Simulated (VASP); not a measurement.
```
CELL_PARAMETERS angstrom
      4.49017     0.00000     0.00000
      0.00000     4.49017     0.00000
      0.00000     0.00000     2.98099
ATOMIC_POSITIONS crystal
  Mg 0.00000 0.00000 0.00000
  Mg 0.50000 0.50000 0.50000
  F  0.30212 0.30212 0.00000
  F  0.80212 0.19788 0.50000
  F  0.19788 0.80212 0.50000
  F  0.69788 0.69788 0.00000
```

These are PBEsol GGA, VASP's PBE PAW potentials (set 64) (plane waves; VASP) values and carry that method's errors. Run with 620 eV cut-off, 5×5×7 Γ-centred mesh, Gaussian smearing of 0.050 eV, potentials Mg F.

Energy and stress use the plane-wave basis of the starting cell.

### Question
The ions, cell shape and volume at an external pressure of 20.0 GPa are relaxed. Predict the relaxed structure.

### Answer

```
CELL_PARAMETERS angstrom
      4.39273     0.00000     0.00000
      0.00000     4.39273     0.00000
      0.00000     0.00000     2.92705
ATOMIC_POSITIONS crystal
  Mg 0.00000 0.00000 0.00000
  Mg 0.50000 0.50000 0.50000
  F  0.30141 0.30141 0.00000
  F  0.80141 0.19859 0.50000
  F  0.19859 0.80141 0.50000
  F  0.69859 0.69859 0.00000
```
Space group P4_2/mnm (136), at a tolerance of 0.03 Å.

### Question
How do energy and volume change from the first to the last step?

### Answer
The energy (σ→0) changes by +56.0 meV/atom and the volume by -6.0 %, in 5 ionic steps.

The compound is MgF2 in the rutile structure. This run relaxes it under an external pressure of 20 GPa. Symmetry was kept, so distortions that lower it aren't found.
